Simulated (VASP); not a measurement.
Data:

```xyz
2
Lattice="1.8000 -3.1177 0.0000 1.8000 3.1177 0.0000 0.0000 0.0000 5.6900" Properties=species:S:1:pos:R:3 pbc="T T T"
Tb     1.8000     1.0392     1.4225
Tb     1.8000    -1.0392     4.2675
```
Starting moments (μB, in the order of the record's atoms Tb Tb): 6.0 6.0.

Computed with PBE GGA, VASP's PBE PAW potentials (set 64) (plane waves; VASP). Settings: 300 eV cut-off, 8×8×4 Γ-centred mesh, Fermi-Dirac smearing of 0.10 eV, potentials Tb.

At this cut-off the stress carries a Pulay error, which pulls relaxed volumes low.

Problem. Give the stress tensor in GPa (positive for a compressed cell).

Solution. 
```
0.48  0.00  0.00
0.00  0.48  0.00
0.00  0.00  1.30
```
The pressure is its mean diagonal, 0.75 GPa.

The structure is a typed Tb crystal (P6_3/mmc). The cell was not relaxed at this level.
